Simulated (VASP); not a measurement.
# Rb (Rubidium): how cutoff and mesh change the relaxed cell, part 2 of 2

Aim: test the relaxed volume of Rb (Rubidium) against cutoff and mesh. The starting structure is a measured crystal structure from the Crystallography Open Database. The first relaxation on each setting starts from this cell expanded by 3 % in volume.

VASP 6.6.1.

Results so far: reference 86.28 Å³ an atom; a cutoff of 220 eV 84.80 Å³ an atom; a 6×6×6 mesh 86.94 Å³ an atom.

### 5. Relaxation with a cutoff of 600 eV

Level of this step: PBEsol; plane waves and PAW (Rb_sv) (VASP).

Against step 2 the input has ENCUT = 600. This run starts from the cell of an earlier relaxation, which isn't shown; the restart sets up the plane waves anew.

Input file INCAR:

```
SYSTEM = Rb
PREC = Accurate
ENCUT = 600
EDIFF = 1E-06
NELM = 100
ISMEAR = 1
SIGMA = 0.15
LREAL = .FALSE.
ALGO = Normal
GGA = PS
NBANDS = 10
LORBIT = 11
LWAVE = .FALSE.
LCHARG = .FALSE.
KPAR = 4
IBRION = 2
NSW = 50
ISIF = 3
EDIFFG = -0.006
```

Input file POSCAR:

```
Rb
1.0
   -2.7853764146      2.7853764146      2.7853764146
    2.7853764146     -2.7853764146      2.7853764146
    2.7853764146      2.7853764146     -2.7853764146
Rb
1
Direct
    0.0000000000      0.0000000000      0.0000000000
```

Input file KPOINTS:

```
Automatic mesh
0
Gamma
12 12 12
0 0 0
```

Potentials, in the order of the species: Rb_sv (PBE family, release 64).

The run is started by

```
> mpirun -np 4 vasp_std
```

What it wrote:

```text
[... set-up lines as in an earlier step ...]
 entering main loop
       N       E                     dE             d eps       ncg     rms          rms(c)
DAV:   1     0.457559026043E+02    0.45756E+02   -0.35131E+03  1440   0.733E+02
DAV:   2     0.216323229649E+01   -0.43593E+02   -0.42645E+02  1594   0.129E+02
DAV:   3    -0.867570827334E+00   -0.30308E+01   -0.30235E+01  1846   0.345E+01
DAV:   4    -0.102159922756E+01   -0.15403E+00   -0.15360E+00  2096   0.673E+00
[...]
DAV:   8    -0.102347599330E+01   -0.76934E-04   -0.11776E-04  1664   0.939E-02    0.209E-02
DAV:   9    -0.102348748339E+01   -0.11490E-04   -0.18058E-05  2030   0.312E-02    0.607E-03
DAV:  10    -0.102348716584E+01    0.31756E-06   -0.42499E-06  1726   0.119E-02
   1 F= -.10234872E+01 E0= -.10231128E+01  d E =-.102349E+01
[...]
reached required accuracy - stopping structural energy minimisation
```

Elapsed: 35 s, on 4 MPI ranks of AMD EPYC 7R43, shared host; peak memory 0.96 GiB.

OUTCAR, selected parts (step 5):

```text
  Total        0.0004671      0.0004671      0.0004671      0.0000000     -0.0000000      0.0000000
  in kB        0.0086579      0.0086579      0.0086579      0.0000000     -0.0000000      0.0000000
  external PRESSURE =       0.0086579 kB  Pullay stress =       0.0000000 kB

 POSITION                                       TOTAL-FORCE (eV/Angst)
 -----------------------------------------------------------------------------------
      0.00000      0.00000      0.00000        -0.000000      0.000000     -0.000000
 -----------------------------------------------------------------------------------
    total drift:                               -0.000000     -0.000000     -0.000000

  FREE ENERGIE OF THE ION-ELECTRON SYSTEM (eV)
  ---------------------------------------------------
  free  energy   TOTEN  =        -1.0234871658 eV

  energy  without entropy=       -1.0223641580  energy(sigma->0) =       -1.02311283

[... 2 parts as in an earlier step ...]

[... 2 further parts left out ...]
[key lines of the parts left out:]
E-fermi :   0.0514
```

With a cutoff of 600 eV the cell ends at 86.439 Å³ an atom, +0.18 % from the reference; the bulk modulus is 3.0 GPa against 3.0 GPa.

### 6. Relaxation with a 16×16×16 mesh

Against step 2 the input has a 16×16×16 mesh. This run starts from the cell of an earlier relaxation, which isn't shown; the restart sets up the plane waves anew.

INCAR, as its differences from that of step 5:

```diff
@@ -2,3 +2,3 @@
 PREC = Accurate
-ENCUT = 600
+ENCUT = 450
 EDIFF = 1E-06
```

Input file POSCAR:

```
Rb
1.0
   -2.7823445278      2.7823445278      2.7823445278
    2.7823445278     -2.7823445278      2.7823445278
    2.7823445278      2.7823445278     -2.7823445278
Rb
1
Direct
    0.0000000000      0.0000000000      0.0000000000
```

Input file KPOINTS:

```
Automatic mesh
0
Gamma
16 16 16
0 0 0
```

The run is started by

```
> mpirun -np 4 vasp_std
```

What it wrote:

```text
[... set-up lines as in an earlier step ...]
 entering main loop
       N       E                     dE             d eps       ncg     rms          rms(c)
DAV:   1     0.384184104949E+02    0.38418E+02   -0.30548E+03  2900   0.587E+02
DAV:   2     0.133855700123E+01   -0.37080E+02   -0.36391E+02  3232   0.120E+02
DAV:   3    -0.927317374394E+00   -0.22659E+01   -0.22589E+01  3926   0.296E+01
DAV:   4    -0.102334006688E+01   -0.96023E-01   -0.95850E-01  4056   0.520E+00
[...]
DAV:   8    -0.102482076649E+01   -0.73667E-04   -0.12873E-04  3354   0.972E-02    0.174E-02
DAV:   9    -0.102482981483E+01   -0.90483E-05   -0.12444E-05  4204   0.252E-02    0.599E-03
DAV:  10    -0.102482949613E+01    0.31870E-06   -0.33877E-06  3386   0.105E-02
   1 F= -.10248295E+01 E0= -.10248904E+01  d E =-.102483E+01
[...]
reached required accuracy - stopping structural energy minimisation
```

It took 49 s on 4 MPI ranks; peak memory 0.89 GiB; 2.9 min of CPU time.

From OUTCAR (step 6):

```text
  Total       -0.0004809     -0.0004809     -0.0004809      0.0000000      0.0000000     -0.0000000
  in kB       -0.0089424     -0.0089424     -0.0089424      0.0000000      0.0000000     -0.0000000
  external PRESSURE =      -0.0089424 kB  Pullay stress =       0.0000000 kB

  FREE ENERGIE OF THE ION-ELECTRON SYSTEM (eV)
  ---------------------------------------------------
  free  energy   TOTEN  =        -1.0248294961 eV

  energy  without entropy=       -1.0250121222  energy(sigma->0) =       -1.02489037

[... 2 parts as in an earlier step ...]

[... 3 further parts left out ...]
[key lines of the parts left out:]
E-fermi :   0.0706
```

With a 16×16×16 mesh the cell ends at 86.157 Å³ an atom, -0.15 % from the reference; the bulk modulus is 3.0 GPa against 3.0 GPa.

### 7. All runs side by side

```tsv
run	volume (Å³/atom)	change (%)	bulk modulus (GPa)	pressure left (GPa)	core minutes
reference	86.284	-	3.0	0.0	4.33
a cutoff of 220 eV	84.796	-1.72	3.1	0.0	2.55
a 6×6×6 mesh	86.943	0.76	3.0	0.0	2.75
a cutoff of 600 eV	86.439	0.18	3.0	0.0	8.13
a 16×16×16 mesh	86.157	-0.15	3.0	0.0	11.2
```

Core minutes are wall time times ranks, summed over the relaxations behind a row (those for a bulk modulus apart), on shared hosts.

### 8. Results

```
volume of the reference                          : 86.28 Å³/atom
volume against the reference, a cutoff of 220 eV : -1.72 %
volume against the reference, a 6×6×6 mesh       : +0.76 %
volume against the reference, a cutoff of 600 eV : +0.18 %
volume against the reference, a 16×16×16 mesh    : -0.15 %
```

**Reading.** The volume moves most with a cutoff of 220 eV: -1.72 % against the reference (450 eV, 12×12×12 mesh). On finer settings it changes by +0.18 % with a cutoff of 600 eV and -0.15 % with a 16×16×16 mesh. A cell that shrinks at the lower cutoff is the usual mark of Pulay stress, the error that a plane-wave basis makes when it is kept while the volume changes. The bulk modulus is more sensitive: it changes by +5.3 % with a cutoff of 220 eV. Further runs on this material are not shown.

[Lines on the potential files, build, host, timing and source positions are cut from VASP's logs without a mark.]

[Logs are printed without paths, hosts, clocks, repeated set-up lines and the standing remarks that a program may print on its own settings, such as how far it seeks lower states.]

[Hosts, paths, dates, database ids (printed as entryN), source tags and the programs' standing remarks are cut or masked in the printed files.]
